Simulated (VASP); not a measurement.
Write the native input for VASP 6.6.1 that does the following.

```
Task                   : single point
Functional             : r2SCAN
Potentials or basis    : VASP PAW PBE potentials, release 64 (Cd, Sb, O)
Cutoff                 : 520 eV
k mesh                 : 4 × 4 × 4
Occupations            : gaussian, width 0.03 eV
Spin                   : no spin polarisation
Further INCAR settings : ALGO = Normal; EDIFF = 1e-06
```

The structure of CdSb2O4 lies in POSCAR:

```
CdSb2O4                                 
1.0
   -0.0000000000      4.8709833340      4.8709833340
    4.8709833340     -0.0000000000      4.8709833340
    4.8709833340      4.8709833340     -0.0000000000
  Cd              Sb              O             
     2     4     8
Direct
     0.7500000000000000    0.7500000000000000    0.7500000000000000
     0.5000000000000000    0.5000000000000000    0.5000000000000000
     0.6250000000000000    0.1250000000000000    0.1250000000000000
     0.1250000000000000    0.1250000000000000    0.6250000000000000
     0.1250000000000000    0.6250000000000000    0.1250000000000000
     0.1250000000000000    0.1250000000000000    0.1250000000000000
     0.8839072182981088    0.8839072182981088    0.8839072182981088
     0.8839072182981088    0.3482783451056736    0.8839072182981088
     0.3482783451056736    0.8839072182981088    0.8839072182981088
     0.8839072182981088    0.8839072182981088    0.3482783451056736
     0.9017216548943264    0.3660927817018912    0.3660927817018912
     0.3660927817018912    0.9017216548943264    0.3660927817018912
     0.3660927817018912    0.3660927817018912    0.3660927817018912
     0.3660927817018912    0.3660927817018912    0.9017216548943264
```

The cell was built by a generator and needn't be a form met in nature.

These files were run (other wordings do the same):

INCAR

```
PREC = Accurate
ENCUT = 520
EDIFF = 1E-6
ISMEAR = 0
SIGMA = 0.03
LREAL = F
LASPH = T
NELM = 150
ALGO = Normal
ISIF = 2
LWAVE = F
LCHARG = F
METAGGA = R2SCAN
LMIXTAU = T
KPAR = 4
```

KPOINTS

```
regular mesh
0
Gamma
  4 4 4
```

Potentials or basis: VASP PAW PBE potentials, release 64 (Cd, Sb, O).

Command:

```bash
$ cat potpaw_PBE.64/Cd/POTCAR potpaw_PBE.64/Sb/POTCAR potpaw_PBE.64/O/POTCAR > POTCAR
$ mpirun -np 4 vasp_std > vasp.out
```

Results of the run:

```
Pressure               : -3.3 GPa
Largest force          : 0.078 eV/Å
Band gap on the k mesh : 0.77 eV, indirect (least direct gap 1.06 eV)
```

Caveat: the PAW data sets were made with another functional, which shifts forces and pressure a little; spin-orbit coupling is left out, which moves the levels of the heavy elements.

Run time: 5.4 min on 4 MPI ranks on Intel(R) Xeon(R) Platinum 8259CL CPU @ 2.50GHz (Skylake/Cascade Lake) (shared host), peak memory 0.47 GiB a rank.
